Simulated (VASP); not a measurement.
An input for Ansatz (written as the equivalent of a VASP run, and not itself run):

Ansatz 0.2 input:
```yaml
crystal:
  lattice:
    - [3.0200000, 0.0000000, 0.0000000]
    - [-1.5100000, 2.6153970, 0.0000000]
    - [0.0000000, 0.0000000, 3.0500000]
  atoms:
    - { symbol: W, position: [0.0000000, 0.0000000, 0.0000000] }
    - { symbol: B, position: [0.3333330, 0.6666670, 0.5000000] }
    - { symbol: B, position: [0.6666670, 0.3333330, 0.5000000] }
kpoints:
  mp_grid: { grid: [7, 7, 6] }
hamiltonian:
  xc: lda
  pseudopotentials: { kind: paw }
scf:
  occupations: { method: fermi_dirac, width: 0.1 }
  max_iter: 100
output: { forces: true, stress: true, eigenvalues: true }
```

Task: Write the VASP files for the same calculation (LDA).

Result: This is not unique; one that fits is 
INCAR:
```
# general
SYSTEM  = B2W
PREC    = Accurate
ENCUT   = 400
LREAL   = F
LASPH   = T

# electronic loop
EDIFF   = 1E-6
NELM    = 100
ALGO    = Normal
LMAXMIX = 6

# smearing
ISMEAR  = -1
SIGMA   = 0.1

# ions
ISIF    = 2

# output
LWAVE   = F
LCHARG  = F
```

File POSCAR:
```
B2W
3.050
  0.9901639344   0.0000000000   0.0000000000
 -0.4950819672   0.8575072131   0.0000000000
  0.0000000000   0.0000000000   1.0000000000
W B
1 2
direct
  0.0000000000   0.0000000000   0.0000000000
  0.3333330000   0.6666670000   0.5000000000
  0.6666670000   0.3333330000   0.5000000000
```

File KPOINTS:
```
Automatic
0
gamma
 7 7 6
0 0 0
```

POTCAR, in this order: W_sv B (LDA.64 set). Program: vasp_std.

What does not carry over: each code has its own PAW files, so the cut-off isn't converted (ENCUT is set for VASP's; basis.ecutwfc is left out, and Ansatz then takes the one that its files recommend); Ansatz stops its SCF on the density residual and VASP on the energy change (EDIFF); Ansatz's lda is the Perdew-Wang form, while the LDA potentials of VASP carry Perdew-Zunger's.

The structure comes from a measured B2W entry of the Crystallography Open Database, whose conditions weren't checked. The cell was not relaxed at this level. The k-mesh is coarse (spacing up to 0.34 per Å, 2π included), so the numbers may not be converged in it.
